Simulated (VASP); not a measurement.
Method: PBE GGA, VASP's PBE PAW potentials (set 64) (plane waves; VASP).

Input for VASP

**INCAR**
```
SYSTEM = CdTe
PREC = Accurate; ENCUT = 500; LREAL = .FALSE.
LASPH = .TRUE.
EDIFF = 1E-6; NELM = 100; ALGO = Normal
LMAXMIX = 4
ISMEAR = 0; SIGMA = 0.05
GGA = PE
IBRION = 2; NSW = 40; ISIF = 3
EDIFFG = -0.02
LWAVE = .FALSE.; LCHARG = .FALSE.
```

KPOINTS:
```
Regular mesh
0
G
  7 7 7
0 0 0
```

POSCAR:
```
CdTe
1.0
  0.0000000000   3.3040962557   3.3040962557
  3.3040962557   0.0000000000   3.3040962557
  3.3040962557   3.3040962557   0.0000000000
Cd Te
1 1
Cart
  0.0000000000   3.3040962557   3.3040962557
  1.6520481279   1.6520481279   1.6520481279
```

POTCAR, in this order: Cd Te (PBE.64 set). Program: vasp_std.

Output of the run:

File OSZICAR:
```
       N       E                     dE             d eps       ncg     rms          rms(c)
DAV:   1     0.942377498427E+02    0.94238E+02   -0.82322E+03   528   0.116E+03
DAV:   2    -0.134409826034E+01   -0.95582E+02   -0.92053E+02   595   0.266E+02
DAV:   3    -0.500903602785E+01   -0.36649E+01   -0.36579E+01   640   0.544E+01
DAV:   4    -0.504479865769E+01   -0.35763E-01   -0.35760E-01   697   0.471E+00
DAV:   5    -0.504492096574E+01   -0.12231E-03   -0.12231E-03   630   0.251E-01    0.517E+00
DAV:   6    -0.482383414222E+01    0.22109E+00   -0.46544E-01   575   0.862E+00    0.425E+00
DAV:   7    -0.480901175095E+01    0.14822E-01   -0.11611E-01   610   0.247E+00    0.168E+00
DAV:   8    -0.480984339297E+01   -0.83164E-03   -0.99057E-03   540   0.136E+00    0.480E-01
DAV:   9    -0.481019450347E+01   -0.35111E-03   -0.99574E-04   620   0.357E-01    0.103E-01
DAV:  10    -0.481026248395E+01   -0.67980E-04   -0.12298E-04   560   0.116E-01    0.519E-02
DAV:  11    -0.481030839989E+01   -0.45916E-04   -0.87526E-05   553   0.641E-02    0.345E-02
DAV:  12    -0.481030723106E+01    0.11688E-05   -0.34224E-06   615   0.161E-02    0.196E-02
DAV:  13    -0.481030708425E+01    0.14681E-06   -0.65436E-07   400   0.450E-03
   1 F= -.48103071E+01 E0= -.48103071E+01  d E =-.481031E+01
       N       E                     dE             d eps       ncg     rms          rms(c)
DAV:   1    -0.482371565802E+01   -0.13408E-01   -0.27369E-01   570   0.679E+00    0.873E-01
DAV:   2    -0.481221349251E+01    0.11502E-01   -0.30763E-02   555   0.273E+00    0.282E-01
DAV:   3    -0.481095473364E+01    0.12588E-02   -0.30998E-03   560   0.603E-01    0.241E-01
DAV:   4    -0.481075461344E+01    0.20012E-03   -0.31937E-04   550   0.141E-01    0.453E-02
DAV:   5    -0.481074155195E+01    0.13061E-04   -0.37946E-05   580   0.796E-02    0.299E-02
DAV:   6    -0.481074081841E+01    0.73355E-06   -0.88277E-06   535   0.306E-02
   2 F= -.48107408E+01 E0= -.48107408E+01  d E =-.433734E-03
```

### OUTCAR
```
------------------------ aborting loop because EDIFF is reached ----------------------------------------
  FORCE on cell =-STRESS in cart. coord.  units (eV):
  Direction    XX          YY          ZZ          XY          YZ          ZX
  --------------------------------------------------------------------------------------
  Total       -0.0034106     -0.0034106     -0.0034106      0.0000000     -0.0000000      0.0000000
  in kB       -0.0750785     -0.0750785     -0.0750785      0.0000000     -0.0000000      0.0000000
  external PRESSURE =      -0.0750785 kB  Pullay stress =       0.0000000 kB
  volume of cell :       72.78
      direct lattice vectors                 reciprocal lattice vectors
    -0.000000000  3.313846285  3.313846285    -0.150882074  0.150882074  0.150882074
     3.313846285  0.000000000  3.313846285     0.150882074 -0.150882074  0.150882074
     3.313846285  3.313846285  0.000000000     0.150882074  0.150882074 -0.150882074
  FREE ENERGIE OF THE ION-ELECTRON SYSTEM (eV)
  ---------------------------------------------------
  free  energy   TOTEN  =        -4.8107408184 eV

  energy  without entropy=       -4.8107408184  energy(sigma->0) =       -4.81074082

 reached required accuracy - stopping structural energy minimisation
```
(Selected blocks of OUTCAR.)

### CONTCAR
```
CdTe
   1.00000000000000
    -0.0000000000000000    3.3138462847754937    3.3138462847754937
     3.3138462847754937    0.0000000000000000    3.3138462847754937
     3.3138462847754937    3.3138462847754937    0.0000000000000000
  Cd              Te
     1     1
Direct
     0.0000000000000000    0.0000000000000000    0.0000000000000000
     0.2500000000000000    0.2500000000000000    0.2500000000000000
```

File OUTCAR:
```
 val. band max:        1.7620704400   @ k =   0.0000   0.0000   0.0000

 cond. band min:       2.3314621304   @ k =   0.0000   0.0000   0.0000


 Fermi energy:         2.0296931936

 k-point     1 :       0.0000    0.0000    0.0000
  band No.  band energies     occupation
      1      -9.0498      2.00000
      2      -6.3185      2.00000
      3      -6.3185      2.00000
      4      -6.3185      2.00000
      5      -6.1047      2.00000
      6      -6.1047      2.00000
      7       1.7621      2.00000
      8       1.7621      2.00000
      9       1.7621      2.00000
     10       2.3315      0.00000
     11       6.4026      0.00000
     12       6.4026      0.00000
     13       6.4026      0.00000

 k-point     2 :       0.1429    0.0000    0.0000
  band No.  band energies     occupation
      1      -8.9860      2.00000
      2      -6.3070      2.00000
      3      -6.3070      2.00000
      4      -6.2629      2.00000
      5      -6.1054      2.00000
      6      -6.1054      2.00000
      7       0.3767      2.00000
      8       1.6108      2.00000
      9       1.6108      2.00000
     10       3.3389      0.00000
     11       6.3848      0.00000
     12       6.6441      0.00000
     13       6.6441      0.00000

 k-point     3 :       0.2857    0.0000    0.0000
  band No.  band energies     occupation
      1      -8.8428      2.00000
      2      -6.2836      2.00000
      3      -6.2836      2.00000
      4      -6.1039      2.00000
      5      -6.1039      2.00000
      6      -6.0837      2.00000
      7      -1.1435      2.00000
      8       1.3153      2.00000
      9       1.3153      2.00000
     10       3.6327      0.00000
     11       6.9615      0.00000
     12       6.9615      0.00000
     13       7.3462      0.00000

 k-point     4 :       0.4286    0.0000    0.0000
  band No.  band energies     occupation
      1      -8.7300      2.00000
      2      -6.2685      2.00000
      3      -6.2685      2.00000
...
```

Unless said otherwise, spin-orbit coupling is left out, though it shifts the bands of the heavy elements here.

The compound is CdTe in the zinc blende structure. This run relaxes it. Symmetry was kept, so distortions that lower it aren't found.
